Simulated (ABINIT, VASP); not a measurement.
This is a calculation of SiO for ABINIT 10.8.3 (patched build). The cell comes from a database or a generator and needn't be the stable form of this composition.

Contents of run.abi:

```
pp_dirpath "./"
pseudos "Si.GGA_PBE-JTH.xml, O.GGA_PBE-JTH.xml"

acell 3*1.0
rprim
     0.0000000000     4.5989130859     4.5989130859
     4.5989130859     0.0000000000     4.5989130859
     4.5989130859     4.5989130859     0.0000000000
ntypat 2
znucl 14 8
natom 2
typat 1 2
xred
     0.7500000000     0.7500000000     0.7500000000
     0.0000000000     0.0000000000     0.0000000000

ecut 23.0
pawecutdg 45.0
pawxcdev 0

kptopt 1
ngkpt 9 9 9
nshiftk 1
shiftk 0.0 0.0 0.0

ixc 11

nband 9
occopt 3
tsmear 0.05 eV

nstep 100
tolvrs 1.0e-9

iomode 3
prtwf 0
prtden 0
prteig 0
prtebands 0
enunit 1
```

Potentials or basis: JTH PAW PBE v2.0.

Launch:

```bash
$ abinit run.abi > log 2>&1
```

Question: What does the same run look like in VASP 6.6.1? Potentials or basis there: PBE PAW files O, Si, 520 eV.

Answer: As run (cutoffs and basis follow the program's own potentials, and thresholds, step limits or extra output files can differ):

File INCAR:

```
SYSTEM = SiO
PREC = Accurate
ENCUT = 520
EDIFF = 1E-7
ISMEAR = -1
SIGMA = 0.05
LREAL = .FALSE.
LASPH = .TRUE.
NELM = 60
ALGO = Normal
ISIF = 2
LWAVE = .FALSE.
LCHARG = .TRUE.
GGA = PE
LELF = .TRUE.
LVHAR = .TRUE.
NBANDS = 12
```

KPOINTS

```
Automatic mesh
0
G
  9 9 9
  0 0 0
```

File POSCAR:

```
SiO
1.0
    0.0000000000      2.4336400000      2.4336400000
    2.4336400000      0.0000000000      2.4336400000
    2.4336400000      2.4336400000      0.0000000000
Si O
1 1
Direct
    0.7500000000      0.7500000000      0.7500000000
    0.0000000000      0.0000000000      0.0000000000
```

Potentials or basis: VASP PAW PBE potentials, release 64 (Si, O).

The run is started by

```sh
$ cat potpaw_PBE.64/Si/POTCAR potpaw_PBE.64/O/POTCAR > POTCAR
$ mpirun -np 1 vasp_std > vasp.out
```

Both were run:

|  | ABINIT | VASP |
| --- | --- | --- |
| Pressure | -0.3 GPa | 0.0 GPa |

Pressure is positive in compression.
